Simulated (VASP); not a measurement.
A convergence study with VASP on C (diamond): a few settings are varied, all else stays as given below, so the limit is that of these other settings.

```yaml
crystal:
  lattice:
    - [0.00000, 1.78350, 1.78350]
    - [1.78350, 0.00000, 1.78350]
    - [1.78350, 1.78350, 0.00000]
  atoms:
    - { symbol: C, position: [0.00000, 0.00000, 0.00000] }
    - { symbol: C, position: [0.25000, 0.25000, 0.25000] }
```

Level of theory: HSE06 screened hybrid, VASP's PBE PAW potentials (set 64) (plane waves; VASP). The last row used: 520 eV cut-off, 4×4×4 Γ-centred mesh, Gaussian smearing of 0.050 eV, potentials C.

Gaps are read on the run's mesh, which can miss a band edge.

```
setting                           E (eV/atom)  pressure (GPa)  gap on the mesh (eV)  electronic steps
--------------------------------  -----------  --------------  --------------------  ----------------
ENCUT = 300, PRECFOCK = Fast         -10.5716          -28.13                 5.747                17
ENCUT = 400, PRECFOCK = Fast         -10.4925          -10.06                 5.730                17
ENCUT = 300, PRECFOCK = Normal       -10.5717          -28.12                 5.747                17
ENCUT = 400, PRECFOCK = Normal       -10.4926          -10.05                 5.730                17
ENCUT = 520, PRECFOCK = Normal       -10.4850           -6.59                 5.745                17
ENCUT = 300, PRECFOCK = Accurate     -10.5717          -28.12                 5.747                17
ENCUT = 400, PRECFOCK = Accurate     -10.4926          -10.05                 5.730                17
ENCUT = 520, PRECFOCK = Accurate     -10.4850           -6.59                 5.745                17
```

Left out are rungs that failed or repeat a setting and relaxations that didn't move; long series are thinned to 24 rows.

The compound is C in the diamond structure. The cell was not relaxed at this level.
